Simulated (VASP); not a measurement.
These are PBEsol GGA, VASP's PBE PAW potentials (set 64) (plane waves; VASP) values and carry that method's errors.

VASP input:

### INCAR
```
ALGO = Normal
EDIFF = 1E-7
EDIFFG = -0.01
ENCUT = 600
GGA = PS
IBRION = 2
ISIF = 2
ISMEAR = 0
LASPH = .TRUE.
LCHARG = .FALSE.
LREAL = .FALSE.
LWAVE = .FALSE.
NELM = 100
NSW = 30
PREC = Accurate
SIGMA = 0.05
SYSTEM = KF
```

### POSCAR
```
KF
1.0
  0.0000000000   2.6159479921   2.6159479921
  2.6159479921   0.0000000000   2.6159479921
  2.6159479921   2.6159479921   0.0000000000
K F
1 1
Cartesian
  0.0000000000   0.0000000000   0.0000000000
  2.6159479921   2.6159479921   2.6159479921
```

KPOINTS:
```
Automatic mesh
0
Gamma
8 8 8
0 0 0
```

POTCAR, in this order: K_sv F (PBE.64 set). Program: vasp_std.

**Question.** What will the output report for the number of irreducible k-points (NKPTS), number of bands (NBANDS), largest plane-wave count, number of space-group operations, FFT grid (NGX, NGY, NGZ)?

**Answer.** 
| Property | Result |
|---|---|
| number of irreducible k-points (NKPTS) | 29 |
| number of bands (NBANDS) | 12 |
| largest plane-wave count | 1243 |
| number of space-group operations | 48 |
| FFT grid (NGX, NGY, NGZ) | 30 × 30 × 30 |

The compound is KF in the rock salt structure. This cell was strained or had an atom moved on purpose.
